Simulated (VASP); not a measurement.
In3SbO4:

```
CELL_PARAMETERS angstrom
3.45743 0.00000 0.00000
0.00000 3.88883 0.00000
0.00000 0.00000 9.79939
ATOMIC_POSITIONS crystal
In 0.00000 0.50000 0.85603
In 0.00000 0.00000 0.14162
In 0.50000 0.00000 0.64620
Sb 0.50000 0.50000 0.35458
O 0.50000 0.50000 0.09253
O 0.00000 0.50000 0.59422
O 0.00000 0.00000 0.40616
O 0.50000 0.00000 0.90866
```

The cell was built by a generator and needn't be a form met in nature.

- Program: VASP 6.6.1
- Task: relaxation of cell and atoms
- Functional: PBE
- Potentials or basis: VASP PAW PBE potentials, release 64 (In_d, Sb, O)
- Cutoff: 520 eV
- k mesh: 4 × 4 × 2
- Occupations: gaussian, width 0.15 eV
- Spin: no spin polarisation

At the start: pressure -7.3 GPa; volume 16.47 Å³/atom.

Task: How do energy, volume and symmetry change on relaxing?

Result: Over 19 steps the energy falls by 629.4 meV/atom and the volume is 15.43 Å³/atom (-6.3 %); space group Pmm2 (No. 25, to 0.05 Å).

The path:
```
step  energy change (eV)  largest force (eV/Å)  pressure (GPa)  volume (Å³)
   1              0.0000                1.7399           -7.34       131.76
   2             -0.8535                1.2097            2.14       117.86
   3             -0.8893                1.1600            6.50       113.98
   4             -1.5281                1.1197            5.02       116.34
   5             -2.1754                1.1798            1.27       120.38
   6             -2.2236                1.1935           -1.14       122.19
   7             -2.7574                1.4633           -2.81       123.08
   8             -3.6584                3.1262           -6.68       125.01
   9             -4.3765                2.4709           -0.40       119.48
  10             -4.4016                2.1162            1.06       118.37
  11             -4.7307                1.1408            1.45       119.47
  12             -4.9486                0.6855            2.56       120.93
  13             -4.9690                0.9120            3.08       121.56
  14             -5.0083                0.3632           -2.06       126.11
  15             -5.0202                0.1624           -0.38       124.47
  16             -5.0202                0.1958           -0.52       124.55
  17             -5.0286                0.1129           -0.22       124.22
  18             -5.0353                0.0865            0.15       123.53
  19             -5.0350                0.0780            0.34       123.43
```

Final structure:
```
In Sb O
1.0
     3.42282    0.00000    0.00000
     0.00000    3.26901    0.00000
     0.00000    0.00000   11.03133
In Sb O
3 1 4
Direct
  0.00000 0.50000 0.87343
  0.00000 0.00000 0.11152
  0.50000 0.00000 0.63375
  0.50000 0.50000 0.36818
  0.50000 0.50000 0.18373
  0.00000 0.50000 0.66668
  0.00000 0.00000 0.33067
  0.50000 0.00000 0.83204
```

Caveat: the k mesh is coarse (spacing up to 0.45 Å⁻¹), so the values aren't converged.
